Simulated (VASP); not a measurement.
An input for Quantum ESPRESSO's pw.x (written as the equivalent of a VASP run, and not itself run):

```
&CONTROL
  calculation = 'scf'
  pseudo_dir = './pseudo'
  outdir = './out'
  tprnfor = .true.
  tstress = .true.
/
&SYSTEM
  ibrav = 0
  nat = 2
  ntyp = 2
  ecutwfc = 92
  occupations = 'smearing'
  smearing = 'methfessel-paxton'
  degauss = 0.009996
  input_dft = 'pbe'
/
&ELECTRONS
  conv_thr = 7.3e-08
  electron_maxstep = 100
/
ATOMIC_SPECIES
  Zn 65.380 Zn.upf
  Cu 63.546 Cu.upf
CELL_PARAMETERS angstrom
     2.9500000    0.0000000    0.0000000
     0.0000000    2.9500000    0.0000000
     0.0000000    0.0000000    2.9500000
ATOMIC_POSITIONS crystal
  Zn   0.4934140  0.4983210  0.4852210
  Cu   0.0065860  0.0016790  0.0147790
K_POINTS automatic
  8 8 8 0 0 0
```

### Question
Translate this input to VASP (INCAR, KPOINTS, POSCAR, choice of POTCAR).

### Answer
This is not unique; one that fits is 
KPOINTS:
```
Automatic mesh
0
G
8 8 8
0 0 0
```

### INCAR
```
LREAL=.False.   ! projection in real space or not
SYSTEM=CuZn
NELM=100
LCHARG=.False.
ISIF=2   ! forces and stress, cell fixed
ENCUT=300   ! plane-wave cut-off (eV)
GGA=PE   ! PBE
LASPH=.True.
LMAXMIX=4
ALGO=Normal
PREC=Accurate
EDIFF=1E-6   ! SCF stop (eV)
ISMEAR=1
SIGMA=0.136   ! width (eV)
LWAVE=.False.
```

POSCAR:
```
CuZn
1.0
  2.9500000000   0.0000000000   0.0000000000
  0.0000000000   2.9500000000   0.0000000000
  0.0000000000   0.0000000000   2.9500000000
Zn Cu
1 1
Cart
  1.4555713000   1.4700469500   1.4314019500
  0.0194287000   0.0049530500   0.0435980500
```

POTCAR, in this order: Zn Cu (PBE.64 set). Program: vasp_std.

Limits of the translation: the potentials are each code's own (VASP's PAW set, PseudoDojo norm-conserving files in pw.x), so ENCUT and ecutwfc are chosen apart and not converted; conv_thr bounds pw.x's estimated SCF error, while EDIFF bounds the energy change between steps.

The structure is a typed CuZn crystal. The cell was not relaxed at this level, atoms are displaced from their ideal sites.
